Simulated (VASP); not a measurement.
Energy against volume of Cu (fcc). Calculation: rev-vdW-DF2, VASP's PBE PAW potentials (set 64) (plane waves; VASP). Numerical set-up: 520 eV cut-off, 17×17×17 Γ-centred mesh, first-order Methfessel-Paxton smearing of 0.10 eV, potentials Cu.

```csv
V (Å³/atom),E (eV/atom)
11.015,-1.18939
11.367,-1.20600
11.719,-1.21090
12.070,-1.20603
```

Problem. Fit these four points and predict the energy of the run at 12.422 Å³/atom.

Solution. A cubic in V^(−2/3), the third-order Birch-Murnaghan form, passes through the four points with V0 = 11.71 Å³/atom and B0 = 149 GPa, and gives -1.1930 eV/atom there. The run gave -1.1931 eV/atom, -0.1 meV/atom from the fit; all five points give B0 = 148 GPa.

The compound is Cu in the fcc structure. It was relaxed first.
